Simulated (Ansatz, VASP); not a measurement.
# Cross-check of Ti (free-standing square Ti monolayer, spacing 3.069 A) between VASP and Ansatz

Aim: how closely do two programs agree when they are given the same cell, functional and k mesh? The cell is taken from a series of runs on this material, whose earlier steps may have relaxed, scaled, displaced or heated it; both programs get it as it stands.

Main program and level: Ansatz 0.2.0; plane waves, with VASP 6.6.1 beside it; PBEsol.

## 1. Starting point

The cell holds 1 atom: 1 Ti. Its edges and angles: a = 3.069 Å, b = 3.069 Å, c = 14.000 Å, α = 90.0°, β = 90.0°, γ = 90.0°. As first built, before any earlier steps moved the atoms or strained the cell (in the runner's words): model lattice. Vacuum lies along c.

## 2. Ansatz: single point, PBEsol, pair 1

Ansatz runs on its PAW soft_1 files.

With cell and atoms fixed, the geometry can't cause a difference; cores, projectors, grids and the points listed under the comparison can.

Contents of input.yaml:

```yaml
crystal:
  lattice:
    - [3.069, 0.0, 0.0]
    - [0.0, 3.069, 0.0]
    - [0.0, 0.0, 14.0]
  atoms:
    - { symbol: Ti, position: [0.0, 0.0, 0.5], spin: 1.591 }
magnetization:
  spin_polarized: true
  initial_magnetization: 1.591
  spin_locking: { lock_magnetization: hard }
kpoints:
  mp_grid: { grid: [18, 18, 1] }
hamiltonian:
  xc: pbesol
  pseudopotentials: { kind: paw, azcp: { folder: soft_1 }, xc_functional: pbe }
scf:
  occupations: { method: fermi_dirac, width: 0.1 }
  max_iter: 120
  convergence: { dr2_threshold: 1.0e-08 }
  lower_state_search: "off"
basis:
  ecutwfc: 420.0
```

Started as:

```sh
> ansatz run input.yaml --threads 1 --pin off --max-ram 2560MiB --backend cpu --events-out ev --progress --plain --runs-dir out
```

Numbers of over 12 decimals in the logs are rounded to 6 here.

The program printed:

```text
Engine: ansatz 0.2.0, aarch64-unknown-linux-gnu
Pseudopotentials: kind: paw
Pseudopotential: Ti, paw, valence charge 12, recommended cutoff 420 eV (normal), soft_1/Ti.paw.azcp
Functional definition: PBEsol
  exchange = pbesol_x
  correlation = pbesol_c
Crystal: 1 atoms, lattice volume = 131.863 Å³
Basis set: ecut = 420 eV, 2583 PW (Γ)
Bands: 11, of which v1, the nominal top of the filled ones, is band 6 counted from 1 (5 counted from 0)
Symmetry: 16 space group operations
Space group: P4/mmm (ITA 123), of the structure as read, at distance tolerance 5.1e-5 Å
Magnetic group: BNS 123.339 (UNI 999), of the structure as read, at distance tolerance 5.1e-5 Å
k-points: 55 of 324
Non-local potential: Ti, projectors of the file, l = 0: 3, l = 1: 2, l = 2: 3, l = 3: 1
PAW form: soft (Blöchl's): semilocal exchange-correlation on the pseudo side does not see the compensation charge
PAW frozen core: Ti, regenerated for the run's functional, and the local potential with it (the file was generated under x = pbe(κ = 0.804, μ = 0.219515), c = pbe(β = 0.066725))
PAW one-centre angular grid: Ti, 590 points (default); XC on 64 Gauss nodes
Initial density: superposition of atomic densities (neutral atoms: chi_scale 0, normalization atom)
Starting moments: Σ|m| = 1.591 μB on 1 of 1 site
Initial wavefunctions: pseudopotential atomic-orbital guess
Functional: x = pbesol(κ = 0.804, μ = 0.123457), c = pbesol(β = 0.046)
SCF iter   1: F=—  HF=-2471.116767 eV  |F-HF|=—  |Δ(HF+E_count)|=         —  Δρ=1.70e-2 (↑1.65e-2 ↓1.70e-2)  dr2=1.25e0  dr2_m=2.04e-1  M=1.591 μB ∫|m|=1.591 μB  β_m=0.30  ethr=3.10e-3  ⟨swp⟩=5.3  Hψ=6979  notcnv=0
preconditioner: auto → LDOS  [metal: Δε(μ)=0.021 eV  Ē_g=2.474 eV  σ=0.100 eV  W_gap=0.05  n_scr=8 (ndim 8)  ℏωp=6.5 eV  f_vac=0.618  D(μ)=2.76/eV (n_scr^D=8)]
spin=Collinear: LDOS preconditioning applied to the charge; magnetization (m = ρ↑ − ρ↓) channel mixes plain (no charge-response kernel on spin).
SCF iter   2: F=—  HF=-2470.967752 eV  |F-HF|=—  |Δ(HF+E_count)|=   1.49e-1  Δρ=1.17e-2 (↑1.17e-2 ↓1.17e-2)  dr2=5.88e-1  dr2_m=1.19e-1  M=1.591 μB ∫|m|=1.591 μB  β_m=0.61  ethr=3.10e-3  ⟨swp⟩=2.0  Hψ=2371  notcnv=0
SCF iter   3: F=—  HF=-2470.885005 eV  |F-HF|=—  |Δ(HF+E_count)|=   8.27e-2  Δρ=2.74e-3 (↑2.74e-3 ↓2.50e-3)  dr2=1.52e-2  dr2_m=5.15e-3  M=1.591 μB ∫|m|=1.591 μB  β_m=0.73  ethr=3.10e-3  ⟨swp⟩=2.0  Hψ=1969  notcnv=0
SCF iter   4: F=—  HF=-2470.901451 eV  |F-HF|=—  |Δ(HF+E_count)|=   1.64e-2  Δρ=9.05e-4 (↑9.05e-4 ↓6.22e-4)  dr2=1.68e-3  dr2_m=4.09e-4  M=1.591 μB ∫|m|=1.592 μB  β_m=0.87  ethr=1.26e-4  ⟨swp⟩=2.4  Hψ=2460  notcnv=0
SCF iter   5: F=—  HF=-2470.903261 eV  |F-HF|=—  |Δ(HF+E_count)|=   1.81e-3  Δρ=4.90e-4 (↑4.90e-4 ↓1.79e-4)  dr2=1.42e-4  dr2_m=9.57e-5  M=1.591 μB ∫|m|=1.593 μB  β_m=0.83  ethr=1.40e-5  ⟨swp⟩=2.6  Hψ=1966  notcnv=0
SCF iter   6: F=—  HF=-2470.903598 eV  |F-HF|=—  |Δ(HF+E_count)|=   3.37e-4  Δρ=2.02e-4 (↑2.02e-4 ↓1.72e-4)  dr2=1.05e-5  dr2_m=3.60e-5  M=1.591 μB ∫|m|=1.593 μB  β_m=0.92  ethr=1.19e-6  ⟨swp⟩=2.5  Hψ=2066  notcnv=0
SCF iter   7: F=—  HF=-2470.903784 eV  |F-HF|=—  |Δ(HF+E_count)|=   1.85e-4  Δρ=1.11e-4 (↑6.37e-5 ↓1.11e-4)  dr2=1.67e-5  dr2_m=6.56e-6  M=1.591 μB ∫|m|=1.593 μB  β_m=0.96  ethr=8.72e-8  ⟨swp⟩=2.6  Hψ=2161  notcnv=0
SCF iter   8: F=—  HF=-2470.903805 eV  |F-HF|=—  |Δ(HF+E_count)|=   2.15e-5  Δρ=2.95e-5 (↑2.95e-5 ↓1.87e-5)  dr2=2.39e-6  dr2_m=3.92e-7  M=1.591 μB ∫|m|=1.593 μB  β_m=0.98  ethr=8.72e-8  ⟨swp⟩=2.0  Hψ=1975  notcnv=0
SCF iter   9: F=—  HF=-2470.903806 eV  |F-HF|=—  |Δ(HF+E_count)|=   6.43e-7  Δρ=1.20e-5 (↑1.20e-5 ↓6.15e-6)  dr2=3.06e-7  dr2_m=5.53e-8  M=1.591 μB ∫|m|=1.593 μB  β_m=0.99  ethr=1.99e-8  ⟨swp⟩=2.6  Hψ=1783  notcnv=0
SCF iter  10: F=—  HF=-2470.903806 eV  |F-HF|=—  |Δ(HF+E_count)|=   1.19e-7  Δρ=3.40e-6 (↑3.40e-6 ↓1.48e-6)  dr2=2.43e-8  dr2_m=4.58e-9  M=1.591 μB ∫|m|=1.593 μB  β_m=0.99  ethr=2.55e-9  ⟨swp⟩=2.7  Hψ=1990  notcnv=0
SCF iter  11: F=-2470.903806 eV  HF=-2470.903806 eV  |F-HF|=1.18e-9  |Δ(HF+E_count)|=   3.77e-8  Δρ=9.83e-7 (↑9.83e-7 ↓3.79e-7)  dr2=1.10e-9  dr2_m=4.64e-10  M=1.591 μB ∫|m|=1.593 μB  ethr=8.33e-11  ⟨swp⟩=2.2  Hψ=2372  notcnv=0
SCF 1 converged in 11 iterations: F = -2470.903806 eV  dr2 = 1.10e-9
  greatest PAW one-centre occupation: 0.999 electrons in one spin orbital (limit 2), on the Ti atom at site 0 (counted from 0), in its partial waves of l = 0
SCF converged after 11 iterations
Stability checked in part: among states of this total moment the steps that led to this state did not find it unstable. No probe was made; neither looks for a lower state of another moment (fixed_total_moment; see scf.lower_state_search)
Magnetization: 1.5910 μB (6.7955 up, 5.2045 down)
Absolute magnetization: 1.5933 μB (∫|ρ↑−ρ↓|, with the PAW one-centre terms)
Spin contamination: 0.0087 ħ² per cell (⟨S²⟩ above its minimum at these occupations)
Per-site moments (μB) at R_I (Å): [(1.175212, 1.2659625)]
Free energy (F): -2470.903806 eV
Harris-Foulkes:  -2470.903806 eV  (|F-HF|=1.18e-9)
Internal energy: -2470.786260 eV  (E = F + TS)
E sigma→0 (E₀):  -2470.845033 eV
Entropy (-TS):   -0.117546 eV (-117.546 meV/atom)
Fermi energy:    -1.336539 (↑ -1.504697, ↓ -1.168380) eV
--- Per-component energies (eV) ---
  E_band       = -335.169679
  E_kinetic    = 276.010569
  E_local      = -3594.928261  (includes V_loc(G=0)·N_el)
  E_nonlocal   = 63.872636
  E_hartree    = 1616.523438
  E_xc         = -110.781205
  E_vxc        = -139.026755  (∫ρ·V_xc dr)
  E_paw        = -1017.819597  (= ΣΔE_a)
  E_vpaw       = -174.143232  (= ΣTr[D̂ρ^β])
  E_aug_tail   = -0.000079  (compensation charges beyond the density's cutoff)
  E_ewald      = 296.196853
  E_core_change = 0.139385  (= ΣΔE_core)
  E_smearing   = -0.117546  (= −TS)
  E_closure    = -0.000000  (closes the sum)
  Σ components = -2470.903806   (vs F -2470.903806, Δ=0.00e0)
```

## 3. VASP: single point, PBEsol, pair 1

The same cell, functional, mesh and smearing now go to VASP, with its own data sets.

Lines of VASP's logs that name or quote its potential files are left out, and so is its time.

Contents of INCAR:

```
SYSTEM = Ti
PREC = Accurate
ENCUT = 400
EDIFF = 1E-06
NELM = 200
ISMEAR = -1
SIGMA = 0.1
LREAL = .FALSE.
ALGO = Normal
GGA = PS
NBANDS = 13
ISPIN = 2
MAGMOM = 1.18
LASPH = .TRUE.
LMAXMIX = 4
LORBIT = 11
LWAVE = .FALSE.
LCHARG = .FALSE.
ISIF = 2
NUPDOWN = 1.591
GGA_COMPAT = .FALSE.
KPAR = 2
```

Contents of POSCAR:

```
Ti
1.0
    3.0690000000      0.0000000000      0.0000000000
    0.0000000000      3.0690000000      0.0000000000
    0.0000000000      0.0000000000     14.0000000000
Ti
1
Direct
    0.0000000000      0.0000000000      0.5000000000
```

Contents of KPOINTS:

```
Automatic mesh
0
Gamma
18 18 1
0 0 0
```

Potentials, in the order of the species: Ti_sv (PBE family, release 64).

Started as:

```sh
> mpirun -np 2 vasp_std
```

The program printed:

```text
[banner, memory and clock lines left out]
running    2 mpi-ranks, on    1 nodes
 distrk:  each k-point on    1 cores,    2 groups
 distr:  one band on    1 cores,    1 groups

 POSCAR found type information on POSCAR Ti
 POSCAR found :  1 types and       1 ions
|                                                                             |
|               ----> ADVICE to this user running VASP <----                  |
|                                                                             |
|     You enforced a specific xc type in the INCAR file but a different       |
|     [... a line on the potential file left out ...]
|     I HOPE YOU KNOW WHAT YOU ARE DOING!                                     |
|                                                                             |

 LDA part: xc-table for (Slater+PW92), standard interpolation
 POSCAR, INCAR and KPOINTS ok, starting setup
 FFT: planning ... GRIDC
 FFT: planning ... GRID_SOFT
 FFT: planning ... GRID
 WAVECAR not read
 entering main loop
       N       E                     dE             d eps       ncg     rms          rms(c)
DAV:   1     0.481213586518E+02    0.48121E+02   -0.57968E+03  3708   0.575E+02
DAV:   2     0.143427900833E+01   -0.46687E+02   -0.44560E+02  3750   0.170E+02
DAV:   3    -0.574614246323E+01   -0.71804E+01   -0.70144E+01  4933   0.485E+01
DAV:   4    -0.619596052024E+01   -0.44982E+00   -0.44791E+00  3469   0.112E+01
DAV:   5    -0.621516489163E+01   -0.19204E-01   -0.19195E-01  4040   0.196E+00    0.623E+00
DAV:   6    -0.535775418711E+01    0.85741E+00   -0.50082E+00  3197   0.192E+01    0.371E+00
DAV:   7    -0.531881801410E+01    0.38936E-01   -0.34573E-01  3040   0.546E+00    0.145E+00
DAV:   8    -0.529408938010E+01    0.24729E-01   -0.59901E-02  3168   0.164E+00    0.747E-01
DAV:   9    -0.530242604595E+01   -0.83367E-02   -0.21349E-02  3244   0.767E-01    0.343E-01
DAV:  10    -0.532938294742E+01   -0.26957E-01   -0.93066E-03  3167   0.488E-01    0.159E-01
DAV:  11    -0.534405889759E+01   -0.14676E-01   -0.33478E-03  3518   0.255E-01    0.899E-02
DAV:  12    -0.534592464494E+01   -0.18657E-02   -0.25287E-03  3497   0.204E-01    0.525E-02
DAV:  13    -0.534580072262E+01    0.12392E-03   -0.13180E-03  3428   0.146E-01    0.278E-02
DAV:  14    -0.534626069091E+01   -0.45997E-03   -0.15928E-04  2985   0.754E-02    0.219E-02
DAV:  15    -0.534654000793E+01   -0.27932E-03   -0.42832E-05  3250   0.309E-02    0.135E-02
DAV:  16    -0.534673252890E+01   -0.19252E-03   -0.11822E-04  3080   0.331E-02    0.100E-02
DAV:  17    -0.534681070083E+01   -0.78172E-04   -0.25956E-05  3778   0.176E-02    0.691E-03
DAV:  18    -0.534679612024E+01    0.14581E-04   -0.19514E-05  3236   0.164E-02    0.350E-03
DAV:  19    -0.534686791206E+01   -0.71792E-04   -0.33217E-06  3252   0.813E-03    0.182E-03
DAV:  20    -0.534692543961E+01   -0.57528E-04   -0.33637E-06  2967   0.483E-03    0.124E-03
DAV:  21    -0.534694931121E+01   -0.23872E-04   -0.23980E-06  2974   0.340E-03    0.391E-04
DAV:  22    -0.534695097197E+01   -0.16608E-05   -0.16412E-07  2638   0.114E-03    0.269E-04
DAV:  23    -0.534695130471E+01   -0.33274E-06   -0.29192E-08  2503   0.667E-04
   1 F= -.53469513E+01 E0= -.52878567E+01  d E =-.118189E+00  mag=     1.5910
```

Parts of OUTCAR (step 3):

```text
ion  position               nearest neighbor table
   1  0.000  0.000  0.500-

  LATTYP: Found a simple tetragonal cell.
 ALAT       =     3.0690000000
 C/A-ratio  =     4.5617464972

 Subroutine GETGRP returns: Found 16 space group operations
 (whereof 16 operations were pure point group operations)

The static configuration has the point symmetry D_4h.

 Found     55 irreducible k-points:

   k-points           NKPTS =     55   k-points in BZ     NKDIM =     55   number of bands    NBANDS=     13

   dimension x,y,z NGX =    20 NGY =   20 NGZ =   96
   dimension x,y,z NGXF=    40 NGYF=   40 NGZF=  192

   ENCUT  =  400.0 eV  29.40 Ry    5.42 a.u.   5.00  5.00 22.83*2*pi/ulx,y,z

   NELECT =      12.0000    total number of electrons

 k-points in reciprocal lattice and weights: Automatic mesh
   0.00000000  0.00000000  0.00000000       0.003
   0.05555556  0.00000000  0.00000000       0.012
   0.11111111  0.00000000  0.00000000       0.012
   0.16666667  0.00000000  0.00000000       0.012
   0.22222222  0.00000000  0.00000000       0.012
   0.27777778  0.00000000  0.00000000       0.012
   0.33333333  0.00000000  0.00000000       0.012
   0.38888889  0.00000000  0.00000000       0.012
   0.44444444  0.00000000  0.00000000       0.012
[...]
0.50000000  0.44444444  0.00000000       0.012
   0.50000000  0.50000000  0.00000000       0.003

 average (electrostatic) potential at core
       1 -83.1537

 E-fermi :  -1.8171

 spin component 1
 k-point     1 :       0.0000    0.0000    0.0000
  band No.  band energies     occupation
    ...
      3     -35.7652      1.00000
      4     -35.7652      1.00000
      5      -5.8056      1.00000
      6      -3.1174      0.99993
      7      -2.5456      0.98012
      8      -1.9912      0.16165
      9      -1.1682      0.00005
     10      -1.1682      0.00005
     11      -0.1320      0.00000
     12       1.2902      0.00000
    ...

 k-point     2 :       0.0556    0.0000    0.0000
  band No.  band energies     occupation
    ...
      3     -35.7714      1.00000
      4     -35.7646      1.00000
      5      -5.7481      1.00000
      6      -3.0915      0.99991
      7      -2.5250      0.97568
      8      -2.0400      0.23905
      9      -1.1641      0.00005
     10      -1.1050      0.00003
     11      -0.1635      0.00000
     12       1.3357      0.00000
    ...

 k-point     3 :       0.1111    0.0000    0.0000
  band No.  band energies     occupation
    ...
      4     -35.7632      1.00000
      5      -5.5775      1.00000
      6      -3.0167      0.99982
      7      -2.4634      0.95588
      8      -2.1631      0.51824
      9      -1.1521      0.00004
     10      -0.9332      0.00000
     11      -0.2521      0.00000
     12       1.4721      0.00000
     13       2.5467      0.00000

 k-point     4 :       0.1667    0.0000    0.0000
  band No.  band energies     occupation
    ...
      4     -35.7610      1.00000
      5      -5.3024      1.00000
      6      -2.9008      0.99942
      7      -2.3620      0.88713
      8      -2.3239      0.84296
      9      -1.1336      0.00004
     10      -0.6756      0.00000
     11      -0.3831      0.00000
     12       1.6996      0.00000
     13       2.8156      0.00000

 k-point     5 :       0.2222    0.0000    0.0000
  band No.  band energies     occupation
    ...
      4     -35.7582      1.00000
      5      -4.9392      1.00000
      6      -2.7549      0.99751
      7      -2.4966      0.96793
      8      -2.2245      0.66534
      9      -1.1109      0.00003
     10      -0.5371      0.00000
     11      -0.3413      0.00000
     12       2.0186      0.00000
     13       3.1802      0.00000

 k-point     6 :       0.2778    0.0000    0.0000
  band No.  band energies     occupation
    ...
      3     -35.8860      1.00000
      4     -35.7553      1.00000
      5      -4.5142      1.00000
      6      -2.6626      0.99374
      7      -2.5873      0.98680
      8      -2.0610      0.27926
      9      -1.0864      0.00002
     10      -0.6935      0.00000
     11       0.0653      0.00000
     12       2.4283      0.00000
    ...

  Total       -3.5017326     -3.5017326     -0.0687392      0.0000000      0.0000000     -0.0000000
  in kB      -42.5472746    -42.5472746     -0.8352054      0.0000000      0.0000000     -0.0000000
  external PRESSURE =     -28.6432516 kB  Pullay stress =       0.0000000 kB

  energy-cutoff  :      400.00
  volume of cell :      131.86
      direct lattice vectors                 reciprocal lattice vectors
     3.069000000  0.000000000  0.000000000     0.325839036  0.000000000  0.000000000
     0.000000000  3.069000000  0.000000000     0.000000000  0.325839036  0.000000000
     0.000000000  0.000000000 14.000000000     0.000000000  0.000000000  0.071428571

 POSITION                                       TOTAL-FORCE (eV/Angst)
 -----------------------------------------------------------------------------------
      0.00000      0.00000      7.00000         0.000000      0.000000      0.000000
 -----------------------------------------------------------------------------------
    total drift:                               -0.000000      0.000000      0.000000

  FREE ENERGIE OF THE ION-ELECTRON SYSTEM (eV)
  ---------------------------------------------------
  free  energy   TOTEN  =        -5.3469513047 eV

  energy  without entropy=       -5.2287620630  energy(sigma->0) =       -5.28785668

 total charge
# of ion       s       p       d       tot
------------------------------------------
    1        2.206   5.991   1.851  10.047

 magnetization (x)
# of ion       s       p       d       tot
------------------------------------------
    1        0.012   0.020   1.054   1.086

[... 6 further parts left out ...]
```

## 4. Differences

Known differences besides the potentials themselves: VASP starts from the moments at which Ansatz ended; the cutoff is 420 eV in Ansatz and 400 eV in VASP; Ansatz makes its cores anew for this functional, VASP keeps those of its PBE data sets; site moments are counted in spheres of each program's own size. Total energies have different zeros and are not compared.

Compared:

```csv
quantity,Ansatz,VASP,difference
"total moment, fixed by the input (μB)",1.59,1.59,0.00
moment on Ti1 (μB),1.18,1.09,+0.09
```

Where the cell holds vacuum, a pressure given here is an average over it and none of the material.

## 5. Ansatz: single point, PBEsol, pair 2

A single point takes one fixed geometry, so differences don't come from the geometry; what else differs is listed under the comparison.

The cell is taken from a series of runs on this material, whose earlier steps may have relaxed, scaled, displaced or heated it; both programs get it as it stands.

input.yaml, the sections that differ from step 2:

```yaml
crystal:
  lattice:
    - [3.069, 0.0, 0.0]
    - [0.0, 3.069, 0.0]
    - [0.0, 0.0, 14.0]
  atoms:
    - { symbol: Ti, position: [0.0, 0.0, 0.5], spin: 1.818 }
magnetization:
  spin_polarized: true
  initial_magnetization: 1.818
  spin_locking: { lock_magnetization: hard }
# kpoints, hamiltonian, scf, basis: as in step 2
```

Started as:

```sh
> ansatz run input.yaml --threads 1 --pin off --max-ram 2560MiB --backend cpu --events-out ev --progress --plain --runs-dir out
```

The program printed:

```text
[...]
Crystal: 1 atoms, lattice volume = 131.863 Å³
Basis set: ecut = 420 eV, 2583 PW (Γ)
Bands: 11, of which v1, the nominal top of the filled ones, is band 6 counted from 1 (5 counted from 0)
Symmetry: 16 space group operations
[...]
k-points: 55 of 324
[...]
Starting moments: Σ|m| = 1.818 μB on 1 of 1 site
[...]
Magnetization: 1.8180 μB (6.9090 up, 5.0910 down)
Absolute magnetization: 1.8198 μB (∫|ρ↑−ρ↓|, with the PAW one-centre terms)
[...]
Per-site moments (μB) at R_I (Å): [(1.350943, 1.2659625)]
Free energy (F): -2470.942215 eV
[...]
Internal energy: -2470.838418 eV  (E = F + TS)
E sigma→0 (E₀):  -2470.890316 eV
Entropy (-TS):   -0.103797 eV (-103.797 meV/atom)
Fermi energy:    -1.346488 (↑ -1.513257, ↓ -1.179718) eV
[...]
[key lines of the parts left out:]
SCF converged after 10 iterations
```

(Continued in part 2 of 2.)

[Lines on the potential files, build, host, timing and source positions are cut from VASP's logs without a mark.]

[Logs are printed without paths, hosts, clocks, repeated set-up lines and the standing remarks that a program may print on its own settings, such as how far it seeks lower states.]

[Hosts, paths, dates, database ids (printed as entryN), source tags and the programs' standing remarks are cut or masked in the printed files.]
